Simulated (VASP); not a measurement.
```
In
1.0
   -1.62500     1.62500     2.47500
    1.62500    -1.62500     2.47500
    1.62500     1.62500    -2.47500
In
1
Cartesian
  0.00000   0.00000   0.00000
```

The numbers are results of PBEsol GGA, VASP's PBE PAW potentials (set 64) (plane waves; VASP), not measurements. Numerical set-up: 400 eV cut-off, 14×14×14 Γ-centred mesh, first-order Methfessel-Paxton smearing of 0.10 eV, potentials In_d.

Energy and stress use the plane-wave basis of the starting cell.

### Question
The ions, cell shape and volume are relaxed. Which structure does the run end with?

### Answer

```
In
1.0
   -1.60528     1.60528     2.47393
    1.60528    -1.60528     2.47393
    1.60528     1.60528    -2.47393
In
1
Direct
  0.00000   0.00000   0.00000
```
Space group I4/mmm (139), at a tolerance of 0.03 Å.

### Question
How do energy and volume change from the first to the last step?

### Answer
The energy (σ→0) changes by -2.6 meV/atom and the volume by -2.5 %, in 5 ionic steps.

```tsv
step	E(σ→0) (eV)	max force (eV/Å)	pressure (GPa)	volume (Å³)
1	-2.9847	0.000	-1.06	26.14
2	-2.9872	0.000	0.05	25.49
3	-2.9872	0.000	0.05	25.49
4	-2.9873	0.000	0.03	25.50
5	-2.9874	0.000	0.02	25.50
```

The compound is In in the bct structure. This run relaxes it. Symmetry was kept, so distortions that lower it aren't found.
